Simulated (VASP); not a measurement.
Given:

```xyz
2
Lattice="0.0000 2.1938 2.1938 2.1938 0.0000 2.1938 2.1938 2.1938 0.0000" Properties=species:S:1:pos:R:3 pbc="T T T"
Nb     0.0000     0.0000     0.0000
N      2.1938     2.1938     2.1938
```

Level of theory: PBE GGA with D3 dispersion (zero damping), VASP's PBE PAW potentials (set 64) (plane waves; VASP). Numerical set-up: 520 eV cut-off, Gaussian smearing of 0.050 eV, potentials Nb_sv N.

Q: Give the energies of bands 6 to 12 at the high-symmetry points, in eV from the Fermi level.

A: 
```csv
band,Γ,X,U,L,W
6,-3.34,-5.74,-6.83,-9.16,-6.70
7,-3.34,-5.07,-5.98,-7.08,-6.03
8,-3.34,-4.00,-5.65,-7.08,-6.03
9,-2.01,-4.00,-1.91,1.50,-0.10
10,-2.01,1.62,2.02,1.50,-0.10
11,-2.01,2.83,2.19,2.01,2.84
12,-0.13,2.83,4.13,4.55,3.49
```

It has no gap at this level: it comes out as a metal or semimetal.

The compound is NbN in the rock salt structure, the cubic δ form, which competes with hexagonal ones. It was relaxed first.
